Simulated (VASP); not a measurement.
Calculation: optB86b-vdW, VASP's PBE PAW potentials (set 64) (plane waves; VASP).

A VASP calculation is set up with these files.

### KPOINTS
```
Automatic mesh
0
Gamma
8 8 8
0 0 0
```

POSCAR:
```
HfO2
1
    0.0000000000     2.5240105325     2.5240105325
    2.5240105325     0.0000000000     2.5240105325
    2.5240105325     2.5240105325     0.0000000000
Hf O
1 2
Direct
  0.0000000000   0.0000000000   0.0000000000
  0.2500000000   0.2500000000   0.2500000000
  0.7500000000   0.7500000000   0.7500000000
```

INCAR:
```
LWAVE=.FALSE.
AGGAC=0.0
PREC=Accurate
ISIF=2
EDIFF=1E-7
SIGMA=0.05   # width (eV)
ALGO=Normal   # blocked Davidson
GGA=MK
LUSE_VDW=.TRUE.
LREAL=.FALSE.   # projection in real space or not
ISMEAR=0   # Gaussian
PARAM1=0.1234
LASPH=.TRUE.   # aspherical one-centre terms
PARAM2=1.0
LCHARG=.FALSE.
LMAXMIX=6
ENCUT=520   # plane-wave cut-off (eV)
SYSTEM=HfO2
NELM=100
```

POTCAR, in this order: Hf_pv O (PBE.64 set). Program: vasp_std.

The run wrote:

**OSZICAR**
```
       N       E                     dE             d eps       ncg     rms          rms(c)
DAV:   1     0.105594834225E+03    0.10559E+03   -0.13109E+04   878   0.145E+03
DAV:   2    -0.273171022807E+02   -0.13291E+03   -0.13013E+03  1129   0.328E+02
DAV:   3    -0.308708656254E+02   -0.35538E+01   -0.35518E+01  1115   0.530E+01
DAV:   4    -0.308898867903E+02   -0.19021E-01   -0.19019E-01  1122   0.423E+00
DAV:   5    -0.308900457551E+02   -0.15896E-03   -0.15896E-03  1080   0.345E-01    0.496E+01
DAV:   6    -0.252734968954E+02    0.56165E+01   -0.29812E+01   968   0.387E+01    0.439E+01
DAV:   7    -0.251731238508E+02    0.10037E+00   -0.78003E-01  1045   0.831E+00    0.294E+01
DAV:   8    -0.251448489261E+02    0.28275E-01   -0.21983E-01  1101   0.503E+00    0.613E+00
DAV:   9    -0.251339277704E+02    0.10921E-01   -0.42027E-02  1059   0.188E+00    0.172E+00
DAV:  10    -0.251338697359E+02    0.58034E-04   -0.39684E-03  1198   0.502E-01    0.228E-01
DAV:  11    -0.251338522922E+02    0.17444E-04   -0.23148E-04  1010   0.130E-01    0.190E-01
DAV:  12    -0.251338560515E+02   -0.37593E-05   -0.30221E-05  1130   0.440E-02    0.298E-02
DAV:  13    -0.251338566403E+02   -0.58874E-06   -0.15886E-06  1031   0.105E-02    0.103E-02
DAV:  14    -0.251338566884E+02   -0.48139E-07   -0.10194E-07   813   0.286E-03
   1 F= -.25133857E+02 E0= -.25133857E+02  d E =-.501704E-14
```

File OUTCAR:
```
------------------------ aborting loop because EDIFF is reached ----------------------------------------
  FORCE on cell =-STRESS in cart. coord.  units (eV):
  Direction    XX          YY          ZZ          XY          YZ          ZX
  --------------------------------------------------------------------------------------
  Total       -0.0018191     -0.0018191     -0.0018191     -0.0000000     -0.0000000      0.0000000
  in kB       -0.0906298     -0.0906298     -0.0906298     -0.0000000     -0.0000000      0.0000000
  external PRESSURE =      -0.0906298 kB  Pullay stress =       0.0000000 kB
  volume of cell :       32.16
      direct lattice vectors                 reciprocal lattice vectors
     0.000000000  2.524010533  2.524010533    -0.198097430  0.198097430  0.198097430
     2.524010533  0.000000000  2.524010533     0.198097430 -0.198097430  0.198097430
     2.524010533  2.524010533  0.000000000     0.198097430  0.198097430 -0.198097430
 POSITION                                       TOTAL-FORCE (eV/Angst)
 -----------------------------------------------------------------------------------
      0.00000      0.00000      0.00000        -0.000000     -0.000000     -0.000000
      1.26201      1.26201      1.26201        -0.000000      0.000000     -0.000000
      3.78602      3.78602      3.78602         0.000000     -0.000000      0.000000
 -----------------------------------------------------------------------------------
    total drift:                                0.000000      0.000000      0.000000
  FREE ENERGIE OF THE ION-ELECTRON SYSTEM (eV)
  ---------------------------------------------------
  free  energy   TOTEN  =       -25.1338566884 eV

  energy  without entropy=      -25.1338566884  energy(sigma->0) =      -25.13385669
```
(Selected blocks of OUTCAR.)

The compound is HfO2 in the fluorite structure, the high-temperature cubic form, which is unstable at 0 K; the monoclinic form is the stable one. It was relaxed first.
